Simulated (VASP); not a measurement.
Consider the following.

```xyz
3
Lattice="0.0000 2.7614 2.7614 2.7614 0.0000 2.7614 2.7614 2.7614 0.0000" Properties=species:S:1:pos:R:3 pbc="T T T"
Li     1.3807     1.3807     1.3807
Li     4.1422     4.1422     4.1422
S      2.7614     0.0000     2.7614
```

All values below come from MS2 meta-GGA, VASP's PBE PAW potentials (set 64) (plane waves; VASP). Settings: 520 eV cut-off, 7×7×7 Γ-centred mesh, Gaussian smearing of 0.050 eV, potentials Li_sv S.

Q: Estimate the energy per atom (σ→0), pressure.

A: 
- energy per atom (σ→0) = -6.195 eV/atom
- pressure = 2.76 GPa

Total energies compare only between runs with the same potentials, cut-off and functional.

The compound is Li2S in the antifluorite structure. This cell is one point of a volume scan, at 0.94 of the reference volume.
